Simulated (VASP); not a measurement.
Wanted: the native input for a VASP 6.6.1 run.

```yaml
Task: single point
Functional: PBE
Potentials_or_basis: VASP PAW PBE potentials, release 64 (Bi_d, F)
Cutoff: 520 eV
k_mesh: 2 × 3 × 3
Occupations: fermi-dirac, width 0.05 eV
Spin: no spin polarisation
Dipole_correction: no
Further_INCAR_settings: ALGO = Fast; EDIFF = 1e-07; NBANDS = 70
```

The structure of BiF2 lies in POSCAR:

```
BiF2
1.0
    6.8916600000     -1.2722810000     -0.1053670000
    0.5093790000      5.0479430000      0.3074750000
    0.7343060000     -0.3608120000      5.7852900000
Bi F
4 8
Direct
    0.9100452835      0.5706042924      0.3098278888
    0.0601339308      0.8516067823      0.7728518945
    0.3610507773      0.4908202445      0.0297372962
    0.6676870531      0.0420701847      0.0945820610
    0.2218388121      0.4294049863      0.4674555972
    0.0347442943      0.3261280341      0.9160954221
    0.5517802577      0.6142544898      0.3379990512
    0.3970831793      1.0121640570      0.4647103810
    0.5889390055      0.8447452032      0.7542729413
    0.7486969297      0.5742217880      0.9593000705
    0.5947631137      0.2832419296      0.7058615199
    0.0338830817      0.0345948862      0.3366967077
```

The cell was built by a generator and needn't be a form met in nature.

The input as run:

INCAR

```
PREC = Accurate ; ENCUT = 520
EDIFF = 1E-7 ; ISMEAR = -1
SIGMA = 0.05 ; LREAL = F
LASPH = T ; NELM = 100
ALGO = Fast ; ISIF = 2
LWAVE = F ; LCHARG = F
GGA = PE ; NBANDS = 70
```

KPOINTS

```
regular mesh
0
Gamma
  2 3 3
```

Potentials or basis: VASP PAW PBE potentials, release 64 (Bi_d, F).

Launch:

```bash
$ cat potpaw_PBE.64/Bi_d/POTCAR potpaw_PBE.64/F/POTCAR > POTCAR
$ mpirun -np 1 vasp_std > vasp.out
```

Results of the run:

```json
{
  "Pressure": "-2.6 GPa",
  "Largest force": "2.173 eV/Å",
  "Band gap on the k mesh": "none (metal or under the smearing width)"
}
```

Caveat: the k mesh is coarse (spacing up to 0.45 Å⁻¹), so the values aren't converged; spin-orbit coupling is left out, which moves the levels of the heavy elements.

Run time: 2 min on 1 thread of Intel(R) Xeon(R) 6975P-C (Granite Rapids), with other jobs on the host, peak memory 0.36 GiB.
